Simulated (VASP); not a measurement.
A run of VASP 6.6.1 is set up as follows.

File INCAR:

```
SYSTEM = WC
PREC     = Accurate       ! precision mode
ENCUT    = 520            ! plane-wave cutoff, eV
EDIFF    = 1E-8           ! SCF threshold, eV
ISMEAR   = 0              ! smearing method
SIGMA    = 0.1            ! smearing width, eV
LREAL    = .False.        ! projectors in reciprocal space
LASPH    = .True.         ! aspherical terms in the spheres
NELM     = 100            ! most SCF steps
ALGO     = Normal         ! electronic algorithm
ISIF     = 2              ! what is computed and relaxed
LWAVE    = .False.        ! write WAVECAR
LCHARG   = .False.        ! write CHGCAR
GGA      = CA             ! functional
NBANDS   = 16             ! bands
IBRION   = 8              ! ionic algorithm
NSW      = 1              ! ionic steps
```

Contents of KPOINTS:

```
Automatic mesh
0
Gamma
  18 18 14
  0 0 0
```

Contents of POSCAR:

```
WC                                      
1.0
    2.8895270419      0.0000000000      0.0000000000
   -1.4447635209      2.5024038270      0.0000000000
    0.0000000000      0.0000000000      2.8187445988
  W               C             
     1     1
Direct
     0.0000000000000000    0.0000000000000000    0.0000000000000000
     0.6666666699999979    0.3333333300000021    0.5000000000000000
```

Potentials or basis: VASP PAW LDA potentials, release 64 (W_sv, C).

Launch:

```sh
$ cat potpaw_LDA.64/W_sv/POTCAR potpaw_LDA.64/C/POTCAR > POTCAR
$ mpirun -np 1 vasp_std > vasp.out
```

(1) What does it give for the highest phonon frequency at Γ?

(2) Predict the band gap on the k mesh.

## Answers

(1) 627 cm⁻¹.

(2) none (metal or under the smearing width).
